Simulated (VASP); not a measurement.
Set up this calculation in VASP 6.6.1, as the native input.

```
Task                   : single point
Functional             : PBE
Potentials or basis    : VASP PAW PBE potentials, release 64 (Bi_d, Te, O)
Cutoff                 : 520 eV
k mesh                 : 6 × 6 × 2
Occupations            : fermi-dirac, width 0.05 eV
Spin                   : no spin polarisation
Further INCAR settings : ALGO = Normal; EDIFF = 1e-07; NBANDS = 59
```

The structure of Bi2Te2O lies in POSCAR:

```
Bi2Te2O
1.0
    4.2248270000      0.0000000000      0.0000000000
    0.0000000000      4.2248270000      0.0000000000
    0.0000000000      0.0000000000     16.3475700000
Bi Te O
4 4 2
Direct
    0.5000000000      0.0000000000      0.5724650000
    0.0000000000      0.5000000000      0.4275350000
    0.0000000000      0.5000000000      0.8536080000
    0.5000000000      0.0000000000      0.1463920000
    0.0000000000      0.5000000000      0.6762160000
    0.5000000000      0.0000000000      0.3237840000
    0.5000000000      0.0000000000      0.9091720000
    0.0000000000      0.5000000000      0.0908280000
    0.5000000000      0.5000000000      0.5000000000
    0.0000000000      0.0000000000      0.5000000000
```

The cell comes from a database or a generator and needn't be the stable form of this composition.

The input as run:

INCAR

```
SYSTEM = Bi2Te2O
PREC = Accurate
ENCUT = 520
EDIFF = 1E-7
ISMEAR = -1
SIGMA = 0.05
LREAL = .FALSE.
LASPH = .TRUE.
NELM = 100
ALGO = Normal
ISIF = 2
LWAVE = .FALSE.
LCHARG = .FALSE.
GGA = PE
NBANDS = 59
```

KPOINTS

```
Automatic mesh
0
G
  6 6 2
  0 0 0
```

Potentials or basis: VASP PAW PBE potentials, release 64 (Bi_d, Te, O).

Run with:

```console
$ cat potpaw_PBE.64/Bi_d/POTCAR potpaw_PBE.64/Te/POTCAR potpaw_PBE.64/O/POTCAR > POTCAR
$ mpirun -np 1 vasp_std > vasp.out
```

It gave:

| Item | Value |
| --- | --- |
| Pressure | 0.0 GPa |
| Largest force | 0.071 eV/Å |
| Band gap on the k mesh | 0.47 eV, indirect (least direct gap 0.73 eV) |

Caveat: spin-orbit coupling is left out, which as a rule narrows the gap of such compounds by several tenths of an eV; this functional lacks dispersion, which binds the layers, so the pressure and a relaxed spacing across them are unreliable.

Wall time 6.5 min on 1 thread of Intel(R) Xeon(R) Platinum 8375C CPU @ 2.90GHz (Ice Lake), on a shared host, peak memory 0.51 GiB.
